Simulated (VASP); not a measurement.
All values below come from PBE GGA, VASP's PBE PAW potentials (set 64) (plane waves; VASP 6.6.1).

Input for VASP

**POSCAR**
```
ZnS
65.4813180
  0.0611276028   0.0000000000   0.0000000000
 -0.0305638014   0.0529380609   0.0000000000
  0.0000000000   0.0000000000   0.5000000000
Zn S
10 10
Cart
  0.0305638320   0.0176460027   0.1000000000
 -0.0000000306   0.0352920582   0.3500000000
  0.0000000000   0.0000000000   0.4000000000
  0.0000000000   0.0000000000   0.1500000000
  0.0305638320   0.0176460027   0.4500000000
 -0.0000000306   0.0352920582   0.2000000000
 -0.0000000306   0.0352920582   0.0500500000
  0.0305638320   0.0176460027   0.3000500000
  0.0000000000   0.0000000000   0.0000500000
  0.0000000000   0.0000000000   0.2500500000
  0.0305638320   0.0176460027   0.1374500000
 -0.0000000306   0.0352920582   0.3874500000
  0.0000000000   0.0000000000   0.0375000000
  0.0000000000   0.0000000000   0.2875000000
  0.0305638320   0.0176460027   0.3375000000
 -0.0000000306   0.0352920582   0.0875000000
  0.0000000000   0.0000000000   0.4374500000
  0.0000000000   0.0000000000   0.1874500000
 -0.0000000306   0.0352920582   0.2375500000
  0.0305638320   0.0176460027   0.4875500000
```

### INCAR
```
LASPH=T   ! aspherical one-centre terms
PREC=Accurate
ENCUT=180   ! plane-wave cut-off (eV)
SIGMA=0.05   ! width (eV)
LCHARG=F
ALGO=Normal   ! blocked Davidson
ISIF=2
EDIFF=1E-6   ! SCF stop (eV)
SYSTEM=ZnS
LWAVE=F
LREAL=Auto   ! projection in real space or not
LMAXMIX=4
NELM=100   ! most electronic steps
ISMEAR=0   ! Gaussian
GGA=PE
```

**KPOINTS**
```
Regular mesh
0
Gamma
  5 5 1
0 0 0
```

POTCAR, in this order: Zn S (PBE.64 set). Program: vasp_std.

Problem. What will the output report for the number of irreducible k-points (NKPTS), largest plane-wave count, number of space-group operations, FFT grid (NGX, NGY, NGZ)?

Solution. 
```json
{
  "number of irreducible k-points (NKPTS)": "5",
  "largest_plane_wave_count": "2549",
  "number_of_space_group_operations": "12",
  "FFT grid (NGX, NGY, NGZ)": "18 × 18 × 144"
}
```

The structure comes from a computed database's ZnS entry; how it stands against other phases isn't given here. The cell was not relaxed at this level, and its volume differs by +9.3 % from the start's. The run is one of a series of settings (ENCUT = 180 against the base run), some of them coarse on purpose.
